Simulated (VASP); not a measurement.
```
Y
1.0
    3.65240     0.00000     0.00000
   -1.82620     3.16308     0.00000
    0.00000     0.00000     5.89503
Y
2
Direct
  0.33333   0.66667   0.25000
  0.66667   0.33333   0.75000
```

Computed with PBE GGA, VASP's PBE PAW potentials (set 64) (plane waves; VASP). Numerical set-up: 300 eV cut-off, 11×11×6 Γ-centred mesh, Fermi-Dirac smearing of 0.10 eV, potentials Y_sv.

The run has a spin-polarised start.

Q: Give the spin-up energies of bands 9 to 15 at the high-symmetry points, in eV from the Fermi level.

A: 
```json
[
 {"band": "9", "Γ": "-4.63", "M": "-1.63", "K": "-0.61", "A": "-3.30", "L": "-1.60", "H": "-0.35"},
 {"band": "10", "Γ": "-1.86", "M": "-1.13", "K": "-0.60", "A": "-3.30", "L": "-1.60", "H": "-0.35"},
 {"band": "11", "Γ": "0.61", "M": "-0.80", "K": "-0.60", "A": "0.82", "L": "0.03", "H": "-0.34"},
 {"band": "12", "Γ": "1.75", "M": "-0.08", "K": "-0.41", "A": "0.82", "L": "0.03", "H": "-0.34"},
 {"band": "13", "Γ": "1.75", "M": "1.23", "K": "0.99", "A": "1.71", "L": "1.29", "H": "0.37"},
 {"band": "14", "Γ": "1.81", "M": "1.57", "K": "0.99", "A": "1.71", "L": "1.29", "H": "0.37"},
 {"band": "15", "Γ": "2.28", "M": "1.87", "K": "2.13", "A": "1.71", "L": "2.77", "H": "2.60"}
]
```

Q: Give the spin-down energies of bands 9 to 15 at the high-symmetry points, in eV from the Fermi level.

A: 
| band | Γ | M | K | A | L | H |
|---|---|---|---|---|---|---|
| 9 | -4.63 | -1.63 | -0.61 | -3.30 | -1.60 | -0.35 |
| 10 | -1.86 | -1.13 | -0.60 | -3.30 | -1.60 | -0.35 |
| 11 | 0.61 | -0.80 | -0.60 | 0.82 | 0.03 | -0.34 |
| 12 | 1.75 | -0.08 | -0.41 | 0.82 | 0.03 | -0.34 |
| 13 | 1.75 | 1.23 | 0.99 | 1.71 | 1.29 | 0.37 |
| 14 | 1.81 | 1.57 | 0.99 | 1.71 | 1.29 | 0.37 |
| 15 | 2.28 | 1.87 | 2.13 | 1.71 | 2.77 | 2.60 |

It has no gap at this level: it comes out as a metal or semimetal.

The structure comes from a computed database's Y entry; how it stands against other phases isn't given here. The cell was not relaxed at this level.
